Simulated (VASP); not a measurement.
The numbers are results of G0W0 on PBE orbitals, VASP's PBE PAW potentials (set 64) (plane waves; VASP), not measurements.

VASP ran on this input.

POSCAR:
```
CsCl
8.240
  0.5000000000   0.0000000000   0.0000000000
  0.0000000000   0.5000000000   0.0000000000
  0.0000000000   0.0000000000   0.5000000000
Cs Cl
1 1
Cart
  0.0000000000   0.0000000000   0.0000000000
  0.2500000000   0.2500000000   0.2500000000
```

KPOINTS:
```
Automatic mesh
0
Gamma
6 6 6
0 0 0
```

INCAR:
```
SYSTEM = CsCl
PREC = Normal; ENCUT = 500; LREAL = .FALSE.
LASPH = .TRUE.; NBANDS = 120
ALGO = EVGW0
ISMEAR = 0; SIGMA = 0.01
GGA = PE
LWAVE = .FALSE.; LCHARG = .FALSE.
NELMGW = 1; NOMEGA = 64; ENCUTGW = 180
NBANDSGW = 16; LSPECTRALGW = .TRUE.
```

POTCAR, in this order: Cs_sv_GW Cl_GW (PBE.64 set). Program: vasp_std. Read from the step before: WAVECAR, WAVEDER.

Output of the run:

**OSZICAR**
```
energies w=
    0.000    0.000    0.551    0.000    1.101    0.000    1.648    0.000
    2.192    0.000    2.731    0.000    3.265    0.000    3.793    0.000
    4.314    0.000    4.828    0.000    5.334    0.000    5.834    0.000
    6.327    0.000    6.813    0.000    7.294    0.000    7.768    0.000
    8.238    0.000    8.703    0.000    9.165    0.000    9.625    0.000
   10.082    0.000   10.539    0.000   10.997    0.000   11.455    0.000
   11.916    0.000   12.381    0.000   12.850    0.000   13.326    0.000
   13.810    0.000   14.303    0.000   14.807    0.000   15.324    0.000
   15.855    0.000   16.404    0.000   16.973    0.000   17.565    0.000
   18.182    0.000   18.828    0.000   19.509    0.000   20.226    0.000
   20.989    0.000   21.801    0.000   22.670    0.000   23.606    0.000
   24.619    0.000   25.721    0.000   26.928    0.000   28.258    0.000
   29.735    0.000   31.386    0.000   33.249    0.000   35.370    0.000
   37.809    0.000   40.647    0.000   43.993    0.000   48.000    0.000
   52.884    0.000   58.970    0.000   66.756    0.000   77.064    0.000
   91.338    0.000  112.372    0.000  146.389    0.000  210.598    0.000
NQ=   1    0.0000    0.0000    0.0000,
 performed        463000 updates of chi_q(r,r)
NQ=   2    0.1667    0.0000    0.0000,
 performed       1234000 updates of chi_q(r,r)
NQ=   3    0.3333    0.0000    0.0000,
 performed       2005000 updates of chi_q(r,r)
NQ=   4    0.5000    0.0000    0.0000,
 performed       2599000 updates of chi_q(r,r)
NQ=   5    0.1667    0.1667    0.0000,
 performed       3569000 updates of chi_q(r,r)
NQ=   6    0.3333    0.1667    0.0000,
 performed       4570000 updates of chi_q(r,r)
NQ=   7    0.5000    0.1667    0.0000,
 performed       5540000 updates of chi_q(r,r)
NQ=   8    0.3333    0.3333    0.0000,
 performed       6510000 updates of chi_q(r,r)
NQ=   9    0.5000    0.3333    0.0000,
 performed       7480000 updates of chi_q(r,r)
NQ=  10    0.5000    0.5000    0.0000,
 performed       8066000 updates of chi_q(r,r)
NQ=  11    0.1667    0.1667    0.1667,
 performed       8837000 updates of chi_q(r,r)
NQ=  12    0.3333    0.1667    0.1667,
 performed       9976000 updates of chi_q(r,r)
NQ=  13    0.5000    0.1667    0.1667,
 performed      10900000 updates of chi_q(r,r)
NQ=  14    0.3333    0.3333    0.1667,
 performed      12116000 updates of chi_q(r,r)
NQ=  15    0.5000    0.3333    0.1667,
 performed      13317000 updates of chi_q(r,r)
NQ=  16    0.5000    0.5000    0.1667,
 performed      14072000 updates of chi_q(r,r)
NQ=  17    0.3333    0.3333    0.3333,
 performed      14843000 updates of chi_q(r,r)
NQ=  18    0.5000    0.3333    0.3333,
 performed      15767000 updates of chi_q(r,r)
NQ=  19    0.5000    0.5000    0.3333,
 performed      16522000 updates of chi_q(r,r)
NQ=  20    0.5000    0.5000    0.5000,
 performed      16985000 updates of chi_q(r,r)
 resolving degeneracies of screened two electron integrals
```

### OUTCAR
```


 k-point   1 :       0.0000    0.0000    0.0000
  band No.  KS-energies  QP-energies   sigma(KS)   V_xc(KS)     V^pw_x(r,r')   Z            occupation Imag(sigma)

      1     -18.8689     -19.7668     -15.5038     -14.2537     -22.7714       0.7183       2.0000       1.1978
      2     -11.6942     -12.6253     -16.7329     -15.2174     -24.3328       0.6144       2.0000       0.9084
      3      -5.3587      -7.2758     -15.4073     -13.0378     -17.5561       0.8091       2.0000       0.0642
      4      -5.3587      -7.2758     -15.4073     -13.0378     -17.5561       0.8091       2.0000       0.0642
      5      -5.3587      -7.2758     -15.4073     -13.0378     -17.5561       0.8091       2.0000       0.0642
      6       0.4866      -1.0317     -16.1255     -14.1863     -18.4766       0.7830       2.0000       0.0633
      7       0.4866      -1.0317     -16.1255     -14.1863     -18.4766       0.7830       2.0000       0.0633
      8       0.4866      -1.0317     -16.1255     -14.1863     -18.4766       0.7830       2.0000       0.0633
      9       5.7689       6.5405      -6.8185      -7.7233      -3.6335       0.8528       0.0000      -0.0470
     10       5.8902       6.7925      -6.5101      -7.5688      -3.4856       0.8523       0.0000      -0.0469
     11       5.8902       6.7925      -6.5101      -7.5688      -3.4856       0.8523       0.0000      -0.0469
     12      10.5264      12.1126      -7.9327      -9.8390      -4.5049       0.8321       0.0000      -0.0641
     13      10.5264      12.1126      -7.9327      -9.8390      -4.5049       0.8321       0.0000      -0.0641
     14      10.5264      12.1126      -7.9327      -9.8390      -4.5049       0.8321       0.0000      -0.0641
     15      13.6279      14.9666      -7.4583      -9.0965      -3.7460       0.8172       0.0000      -0.1113
     16      13.6279      14.9666      -7.4583      -9.0965      -3.7460       0.8172       0.0000      -0.1113

 k-point   2 :       0.1667    0.0000    0.0000
  band No.  KS-energies  QP-energies   sigma(KS)   V_xc(KS)     V^pw_x(r,r')   Z            occupation Imag(sigma)

      1     -18.8484     -19.7463     -15.5221     -14.2741     -22.7784       0.7194       2.0000       1.1866
      2     -11.7043     -12.6343     -16.7084     -15.1900     -24.3072       0.6125       2.0000       0.9041
      3      -5.5069      -7.4349     -15.3057     -12.9186     -17.4718       0.8077       2.0000       0.0657
      4      -5.3240      -7.2378     -15.4334     -13.0726     -17.5664       0.8107       2.0000       0.0626
      5      -5.3240      -7.2378     -15.4334     -13.0726     -17.5664       0.8107       2.0000       0.0626
      6       0.1403      -1.4238     -15.5817     -13.5797     -17.9197       0.7812       2.0000       0.0658
      7       0.4304      -1.0999     -16.0543     -14.0991     -18.4163       0.7827       2.0000       0.0639
      8       0.4304      -1.0999     -16.0543     -14.0991     -18.4163       0.7827       2.0000       0.0639
      9       6.0727       6.9945      -6.5262      -7.6095      -3.4698       0.8510       0.0000      -0.0477
     10       6.3634       7.2278      -7.2599      -8.2808      -4.1088       0.8467       0.0000      -0.0482
     11       6.5647       7.4934      -6.7635      -7.8575      -3.6351       0.8489       0.0000      -0.0494
     12      10.2932      11.8091      -7.8413      -9.6645      -4.3982       0.8315       0.0000      -0.0648
     13      10.2932      11.8091      -7.8413      -9.6645      -4.3982       0.8315       0.0000      -0.0648
     14      10.6817      12.2838      -7.9490      -9.8793      -4.4861       0.8300       0.0000      -0.0663
     15      11.9042      13.1559      -6.7022      -8.2225      -2.9672       0.8233       0.0000      -0.0812
     16      13.8338      15.3044      -7.5747      -9.3892      -3.6297       0.8105       0.0000      -0.1252

 k-point   3 :       0.3333    0.0000    0.0000
  band No.  KS-energies  QP-energies   sigma(KS)   V_xc(KS)     V^pw_x(r,r')   Z            occupation Imag(sigma)

      1     -18.8069     -19.7002     -15.5600     -14.3161     -22.7932       0.7181       2.0000       1.1636
      2     -11.7275     -12.6584     -16.6515     -15.1259     -24.2465       0.6102       2.0000       0.8956
      3      -5.7715      -7.7252     -15.1685     -12.7518     -17.3757       0.8084       2.0000       0.0690
      4      -5.2522      -7.1578     -15.4893     -13.1468     -17.5887       0.8135       2.0000       0.0594
      5      -5.2522      -7.1578     -15.4893     -13.1468     -17.5887       0.8135       2.0000       0.0594
      6      -0.4319      -2.0860     -14.9191     -12.7963     -17.3111       0.7792       2.0000       0.0731
      7       0.3133      -1.2375     -15.9013     -13.9137     -18.2853       0.7802       2.0000       0.0654
      8       0.3133      -1.2375     -15.9013     -13.9137     -18.2853       0.7802       2.0000       0.0654
      9       6.5525       7.5360      -6.5869      -7.7463      -3.4409       0.8483       0.0000      -0.0503
     10       7.4835       8.5193      -7.8902      -9.1285      -4.6654       0.8364       0.0000      -0.0537
     11       8.2614       9.2426      -7.1485      -8.3154      -3.8298       0.8408       0.0000      -0.0579
     12      10.0514      11.5021      -7.9123      -9.6634      -4.4527       0.8284       0.0000      -0.0665
     13      10.0514      11.5021      -7.9123      -9.6634      -4.4527       0.8284       0.0000      -0.0665
     14      10.2428      11.3038      -6.4325      -7.6997      -2.9319       0.8373       0.0000      -0.0650
     15      11.0828      12.7328      -8.0042     -10.0017      -4.4494       0.8261       0.0000      -0.0725
     16      12.6820      14.1661      -7.4533      -9.2759      -3.5458       0.8143       0.0000      -0.0923

 k-point   4 :       0.5000    0.0000    0.0000
  band No.  KS-energies  QP-energies   sigma(KS)   V_xc(KS)     V^pw_x(r,r')   Z            occupation Imag(sigma)

      1     -18.7858     -19.6780     -15.5798     -14.3379     -22.8009       0.7184       2.0000       1.1520
      2     -11.7407     -12.6732     -16.6190     -15.0890     -24.2111       0.6094       2.0000       0.8914
      3      -5.8900      -7.8497     -15.1264     -12.6978     -17.3562       0.8069       2.0000       0.0707
      4      -5.2151      -7.1165     -15.5192     -13.1865     -17.6009       0.8151       2.0000       0.0577
      5      -5.2151      -7.1165     -15.5192     -13.1865     -17.6009       0.8151       2.0000       0.0577
      6      -0.6795      -2.3763     -14.6892     -12.5105     -17.1232       0.7788       2.0000       0.0774
      7       0.2523      -1.3093     -15.8197     -13.8154     -18.2151       0.7791       2.0000       0.0663
      8       0.2523      -1.3093     -15.8197     -13.8154     -18.2151       0.7791       2.0000       0.0663
      9       6.9160       7.9636      -6.6657      -7.9042      -3.4399       0.8459       0.0000      -0.0530
     10       8.1181       9.2584      -8.2121      -9.5856      -4.9222       0.8302       0.0000      -0.0584
     11       9.3758      10.2931      -7.3230      -8.4216      -3.8774       0.8349       0.0000      -0.0646
     12       9.4733      10.4305      -6.2960      -7.4306      -2.9248       0.8437       0.0000      -0.0583
     13      10.0210      11.4651      -8.0567      -9.8035      -4.5814       0.8267       0.0000      -0.0683
     14      10.0210      11.4651      -8.0567      -9.8035      -4.5814       0.8267       0.0000      -0.0683
     15      11.3759      13.0638      -8.0661     -10.1195      -4.4415       0.8220       0.0000      -0.0783
     16      12.1522      13.5808      -7.2812      -9.0155      -3.4998       0.8237       0.0000      -0.0773

 k-point   5 :       0.1667    0.1667    0.0000
  band No.  KS-energies  QP-energies   sigma(KS)   V_xc(KS)     V^pw_x(r,r')   Z            occupation Imag(sigma)

      1     -18.8287     -19.7253     -15.5396     -14.2936     -22.7856       0.7195       2.0000       1.1768
      2     -11.7041     -12.6353     -16.7022     -15.1820     -24.2993       0.6125       2.0000       0.9004
      3      -5.5711      -7.5150     -15.2228     -12.8097     -17.4165       0.8056       2.0000       0.0693
      4      -5.4225      -7.3374     -15.3896     -13.0288     -17.5181       0.8111       2.0000       0.0615
      5      -5.2923      -7.2020     -15.4581     -13.1049     -17.5782       0.8115       2.0000       0.0613
      6      -0.0094      -1.6030     -15.4130     -13.3695     -17.7851       0.7799       2.0000       0.0682
      7       0.3472      -1.1925     -15.9511     -13.9850     -18.2984       0.7832       2.0000       0.0639
      8       0.3990      -1.1379     -16.0175     -14.0524     -18.3881       0.7821       2.0000       0.0644
      9       6.4146       7.3739      -6.7869      -7.9181      -3.6942       0.8481       0.0000      -0.0489
     10       6.8451       7.7142      -7.1925      -8.2198      -3.9642       0.8460       0.0000      -0.0502
     11       6.9176       7.9272      -6.8950      -8.0886      -3.7592       0.8459       0.0000      -0.0511
     12       9.7845      11.2185      -7.5950      -9.3094      -4.2260       0.8365       0.0000      -0.0600
     13       9.8887      11.2534      -7.6702      -9.3120      -4.2214       0.8312       0.0000      -0.0648
     14      10.9230      12.5381      -8.1467     -10.1079      -4.5815       0.8236       0.0000      -0.0739
     15      12.3186      13.6993      -7.1400      -8.8291      -3.3247       0.8174       0.0000      -0.0888
     16      12.9312      14.3455      -6.9628      -8.7002      -3.0312       0.8140       0.0000      -0.1007

 k-point   6 :       0.3333    0.1667    0.0000
  band No.  KS-energies  QP-energies   sigma(KS)   V_xc(KS)     V^pw_x(r,r')   Z            occupation Imag(sigma)

      1     -18.7887     -19.6814     -15.5756     -14.3338     -22.8004       0.7189       2.0000       1.1565
      2     -11.7062     -12.6376     -16.6829     -15.1579     -24.2751       0.6107       2.0000       0.8929
      3      -5.8235      -7.7916     -15.0958     -12.6540     -17.3285       0.8060       2.0000       0.0728
      4      -5.4657      -7.3921     -15.3231     -12.9425     -17.4686       0.8092       2.0000       0.0637
      5      -5.2270      -7.1300     -15.5107     -13.1735     -17.6035       0.8142       2.0000       0.0587
...
```
(Selected blocks of OUTCAR.)

The mesh is coarse and the basis finite, so the quasiparticle values are not converged.

The compound is CsCl in the CsCl type structure. The cell was not relaxed at this level.
